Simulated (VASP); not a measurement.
An input for Ansatz (written as the equivalent of a VASP run, and not itself run):

Ansatz 0.2 input:
```yaml
crystal:
  lattice:
    - [-2.6160402, 2.6160402, 2.6160402]
    - [2.6160402, -2.6160402, 2.6160402]
    - [2.6160402, 2.6160402, -2.6160402]
  atoms:
    - { symbol: K, position: [1.0000000, 1.0000000, 1.0000000] }
kpoints:
  mp_grid: { grid: [10, 10, 10] }
hamiltonian:
  xc: r2scan
  pseudopotentials: { kind: paw }
scf:
  occupations: { method: methfessel_paxton, width: 0.1 }
  max_iter: 100
output: { forces: true, stress: true, eigenvalues: true }
```

### Question
Write the VASP files for the same calculation (r2SCAN).

### Answer
One answer among several that fit: 
### INCAR
```
SYSTEM = K
PREC = Accurate; ENCUT = 520; LREAL = .False.
LASPH = .True.
EDIFF = 1E-7; NELM = 100; ALGO = Normal
LMIXTAU = .True.
ISMEAR = 1; SIGMA = 0.1
METAGGA = R2SCAN
ISIF = 2
LWAVE = .False.; LCHARG = .False.
```

### KPOINTS
```
Automatic
0
G
  10 10 10
0 0 0
```

### POSCAR
```
K
1
   -2.6160401872     2.6160401872     2.6160401872
    2.6160401872    -2.6160401872     2.6160401872
    2.6160401872     2.6160401872    -2.6160401872
K
1
Direct
  1.0000000000   1.0000000000   1.0000000000
```

POTCAR, in this order: K_sv (PBE.64 set). Program: vasp_std.

Limits of the translation: each code has its own PAW files, so the cut-off isn't converted (ENCUT is set for VASP's; basis.ecutwfc is left out, and Ansatz then takes the one that its files recommend); Ansatz stops its SCF on the density residual and VASP on the energy change (EDIFF).

The compound is K in the bcc structure. This cell is one point of a volume scan, at 0.94 of the reference volume.
